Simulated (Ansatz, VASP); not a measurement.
# TiB2 in two plane-wave programs, part 2 of 2

Aim: how closely do two programs agree when they are given the same cell, functional and k mesh? The cell is taken from a series of runs on this material, whose earlier steps may have relaxed, scaled, displaced or heated it; both programs get it as it stands.

VASP 6.6.1 and Ansatz 0.2.0.

So far: The starting structure; VASP: zone-centre phonons, PBEsol.

## (3) Ansatz: zone-centre phonons, PBEsol

Level of this step: Ansatz beside VASP: Kohn-Sham DFT, plane waves, PBEsol (Ansatz).

Ansatz runs on its PAW soft_1 files.

The same cell, functional, mesh and smearing now go to Ansatz, which takes its cutoff from its data sets.

The input, input.yaml:

```yaml
crystal:
  lattice:
    - [3.0267575315, 0.0, 0.0]
    - [-1.5133787657, 2.6212489134, 0.0]
    - [0.0, 0.0, 3.1204250169]
  atoms:
    - { symbol: B, position: [0.3333333333, 0.6666666667, 0.5] }
    - { symbol: B, position: [0.6666666667, 0.3333333333, 0.5] }
    - { symbol: Ti, position: [0.0, 0.0, 0.0] }
kpoints:
  mp_grid: { grid: [15, 15, 16] }
hamiltonian:
  xc: pbesol
  pseudopotentials: { kind: paw, azcp: { folder: soft_1 }, xc_functional: pbe }
scf:
  occupations: { method: methfessel_paxton, width: 0.2 }
output:
  eigenvalues: true
phonons:
  method: dfpt
```

On the command line:

```bash
$ ansatz run input.yaml --threads 4 --pin off --max-ram 10240MiB --backend cpu --events-out ev --progress --plain --runs-dir out
```

Numbers of over 12 decimals in the logs are rounded to 6 here.

Output:

```text
zone centre: on kpoints.mp_grid the ground state, and the responses unless they are solved on pairs of k-points, stand on 576 of the mesh's 3600 k-points, reduced under 4 symmetry operations, with k and −k counted as one. Each operation leaves every solved displacement unchanged or reverses it
Engine: ansatz 0.2.0, x86_64-unknown-linux-gnu
Pseudopotentials: kind: paw
Pseudopotential: B, paw, valence charge 3, recommended cutoff 420 eV (normal), soft_1/B.paw.azcp
Pseudopotential: Ti, paw, valence charge 12, recommended cutoff 420 eV (normal), soft_1/Ti.paw.azcp
Functional definition: PBEsol
  exchange = pbesol_x
  correlation = pbesol_c
Crystal: 3 atoms, lattice volume = 24.757 Å³
Basis set: ecut = 420 eV, 479 PW (Γ), exchange–correlation on 48×48×48 points (8 copies of the dense FFT grid, shifted against one another)
Bands: 13, of which v1, the nominal top of the filled ones, is band 9 counted from 1 (8 counted from 0)
Symmetry: 24 space group operations
k-points: 576 of 3600 (irreducible under 4 space group operations, time reversal used)
Non-local potential: B, projectors of the file, l = 0: 2, l = 1: 2, l = 2: 1
Non-local potential: Ti, projectors of the file, l = 0: 3, l = 1: 2, l = 2: 3, l = 3: 1
PAW form: soft (Blöchl's): semilocal exchange-correlation on the pseudo side does not see the compensation charge
PAW frozen core: B, regenerated for the run's functional, and the local potential with it (the file was generated under x = pbe(κ = 0.804, μ = 0.219515), c = pbe(β = 0.066725))
PAW frozen core: Ti, regenerated for the run's functional, and the local potential with it (the file was generated under x = pbe(κ = 0.804, μ = 0.219515), c = pbe(β = 0.066725))
PAW one-centre angular grid: B, 110 points (default); XC on 64 Gauss nodes
PAW one-centre angular grid: Ti, 590 points (default); XC on 64 Gauss nodes
Initial density: superposition of atomic densities (chi_scale 0.1, normalization cell, long waves kept (reshape's long-wave potential 0.00 eV rms))
Initial wavefunctions: pseudopotential atomic-orbital guess
Functional: x = pbesol(κ = 0.804, μ = 0.123457), c = pbesol(β = 0.046)
SCF iter   1: F=—  HF=-2783.735807 eV  |F-HF|=—  |Δ(HF+E_count)|=         —  Δρ=1.07e-1  dr2=4.36e0  ethr=3.10e-3  ⟨swp⟩=4.4  Hψ=35526  notcnv=0
preconditioner: auto → none  [metal: Δε(μ)=0.032 eV  Ē_g=9.665 eV  σ=0.200 eV  W_gap=0.13  n_scr=8 (ndim 8)  ℏωp=23.6 eV  f_vac=0.000  D(μ)=0.40/eV (n_scr^D=0)  sad-step TF]
SCF iter   2: F=—  HF=-2783.138551 eV  |F-HF|=—  |Δ(HF+E_count)|=   5.97e-1  S|Δr|=    0.00e0  Δρ=7.07e-2  dr2=2.07e0  ethr=3.10e-3  ⟨swp⟩=2.0  Hψ=14315  notcnv=0
SCF iter   3: F=—  HF=-2782.615939 eV  |F-HF|=—  |Δ(HF+E_count)|=   5.23e-1  S|Δr|=    0.00e0  Δρ=8.17e-3  dr2=1.86e-2  ethr=3.10e-3  ⟨swp⟩=3.1  Hψ=14879  notcnv=0
SCF iter   4: F=—  HF=-2782.614641 eV  |F-HF|=—  |Δ(HF+E_count)|=   1.30e-3  S|Δr|=    0.00e0  Δρ=9.36e-4  dr2=1.76e-4  ethr=1.04e-4  ⟨swp⟩=1.8  Hψ=12937  notcnv=0
SCF iter   5: F=—  HF=-2782.614688 eV  |F-HF|=—  |Δ(HF+E_count)|=   4.70e-5  S|Δr|=    0.00e0  Δρ=2.53e-4  dr2=2.41e-5  ethr=9.78e-7  ⟨swp⟩=2.0  Hψ=10385  notcnv=0
SCF iter   6: F=—  HF=-2782.614684 eV  |F-HF|=—  |Δ(HF+E_count)|=   4.34e-6  S|Δr|=    0.00e0  Δρ=6.22e-5  dr2=1.18e-6  ethr=1.34e-7  ⟨swp⟩=2.4  Hψ=11056  notcnv=0
SCF iter   7: F=—  HF=-2782.614683 eV  |F-HF|=—  |Δ(HF+E_count)|=   1.00e-6  S|Δr|=    0.00e0  Δρ=5.46e-6  dr2=5.48e-9  ethr=6.55e-9  ⟨swp⟩=2.8  Hψ=11632  notcnv=0
SCF iter   8: F=—  HF=-2782.614683 eV  |F-HF|=—  |Δ(HF+E_count)|=   2.82e-9  S|Δr|=    0.00e0  Δρ=1.23e-6  dr2=4.23e-10  ethr=3.04e-11  ⟨swp⟩=2.1  Hψ=12010  notcnv=0
SCF iter   9: F=—  HF=-2782.614683 eV  |F-HF|=—  |Δ(HF+E_count)|=  1.20e-10  S|Δr|=    0.00e0  Δρ=2.49e-7  dr2=2.04e-11  ethr=2.35e-12  ⟨swp⟩=3.0  Hψ=12662  notcnv=0
SCF iter  10: F=-2782.614683 eV  HF=-2782.614683 eV  |F-HF|=9.09e-13  |Δ(HF+E_count)|=  3.64e-12  S|Δr|=    0.00e0  Δρ=6.51e-9  dr2=1.58e-14  ethr=1.00e-12  ⟨swp⟩=4.8  Hψ=26415  notcnv=0
SCF 1 converged in 10 iterations: F = -2782.614683 eV  dr2 = 1.58e-14
  greatest PAW one-centre occupation: 0.998 electrons in one spin orbital (limit 2), on the Ti atom at site 2 (counted from 0), in its partial waves of l = 0
DFPT response loops at Γ: preconditioner auto → Kerker (q_TF=auto, 2.587 Å⁻¹) (partly filled bands, converged f_vac=0.000); β = 1.00, the filter's whole step (`scf.mixing.beta` (0.50) is not read by the response loops under this deck's `scf.mixing.preconditioner`; to damp them name `kerker` or `kerker_dos`, under which they read `scf.mixing.beta`, and type it under 1.00, their step now; both keys bind the ground state too); Broyden in place of MSR1
SCF converged after 10 iterations
Stability not checked: this state was not tested for a lower state beside it, because cold or Methfessel-Paxton smearing, or corrected tetrahedra, fill the levels in a way that the test cannot read (fill_not_monotonic; see scf.lower_state_search)
Free energy (F): -2782.614683 eV
Harris-Foulkes:  -2782.614683 eV  (|F-HF|=9.09e-13)
Internal energy: -2782.614976 eV  (E = F + TS)
E sigma→0 (E₀):  -2782.614756 eV
Entropy (-TS):   0.000293 eV (0.098 meV/atom)
Fermi energy:    15.601214 eV
--- Per-component energies (eV) ---
  E_band       = -84.437258
  E_kinetic    = 385.641729
  E_local      = -820.883775  (includes V_loc(G=0)·N_el)
  E_nonlocal   = 77.340246
  E_hartree    = 339.470653
  E_xc         = -184.168229
  E_vxc        = -226.914748  (∫ρ·V_xc dr)
  E_paw        = -1167.383369  (= ΣΔE_a)
  E_vpaw       = -178.561946  (= ΣTr[D̂ρ^β])
  E_aug_tail   = -0.000068  (compensation charges beyond the density's cutoff)
  E_ewald      = -1412.800970
  E_core_change = 0.168806  (= ΣΔE_core)
  E_smearing   = 0.000293  (= −TS)
  E_closure    = -0.000000  (closes the sum)
  Σ components = -2782.614683   (vs F -2782.614683, Δ=0.00e0)
--- Band table (eV; the first three rows and the last of 576) ---
  k-point 0: bands = [... 5 lower, 12.6919, 12.6919, 13.4381, 13.6723, 17.6326, 17.6326, 19.6632, 19.6632]
  k-point 1: bands = [... 5 lower, 12.7363, 12.7372, 12.7372, 14.3163, 17.4549, 17.4549, 19.5591, 19.5591]
  k-point 2: bands = [... 5 lower, 11.8836, 12.8726, 12.8726, 15.0097, 17.0371, 17.0371, 19.2602, 19.2602]
  k-point 575: bands = [... 5 lower, 8.6730, 10.4440, 11.1128, 12.8470, 18.3068, 18.6441, 19.4607, 20.5436]
--- Phonons (Γ-DFPT): 4 representative perturbations + reference, on 576 of 3600 k-points (Σ response iterations 12) ---
  k mesh reduced under 4 symmetry operations, with k and −k counted as one. Each operation leaves every solved displacement unchanged or reverses it
  ASR residual: 1.568e-6 → 0.000e0 eV/Å²; symmetrization residual: 8.729e-7 eV/Å²
  ASR residual per site (eV/Å²): 1.57e-6 1.57e-6 1.03e-6
  Γ frequencies (cm⁻¹): 0.00 0.00 0.00 542.77 542.77 552.30 574.27 886.33 886.33
  non-analytic LO–TO correction: not included (Born effective charges unavailable; polar crystals: no LO–TO splitting at Γ)
```

## (4) Differences

Known differences besides the potentials themselves: the cutoff is 420 eV in Ansatz and 500 eV in VASP; Ansatz makes its cores anew for this functional, VASP keeps those of its PBE data sets. Total energies have different zeros and are not compared.

The two programs side by side:

```csv
quantity,Ansatz,VASP,difference
optical mode 1 to 2 (cm⁻¹),542.8,542.8,+0.00 %
optical mode 3 (cm⁻¹),552.3,553.1,-0.15 %
optical mode 4 (cm⁻¹),574.3,574.2,+0.02 %
optical mode 5 to 6 (cm⁻¹),886.3,890.1,-0.43 %
```

Modes are paired by rising frequency, not by their patterns, so a pair may set unlike modes beside each other; they are those without the splitting of longitudinal modes.

## (5) What came out

```
r.m.s. difference of the optical zone-centre modes, each program's sorted by frequency (zone-centre phonons, PBEsol) : 2.2 cm⁻¹
```

**Reading.** The r.m.s. difference of the optical zone-centre modes, each program's sorted by frequency is 2.2 cm⁻¹ (zone-centre phonons, PBEsol). How closely two codes agree says nothing of how well the functional describes the real material.

[Lines on the potential files, build, host, timing and source positions are cut from VASP's logs without a mark.]

[Logs are printed without paths, hosts, clocks, repeated set-up lines and the standing remarks that a program may print on its own settings, such as how far it seeks lower states.]

[Hosts, paths, dates, database ids (printed as entryN), source tags and the programs' standing remarks are cut or masked in the printed files.]
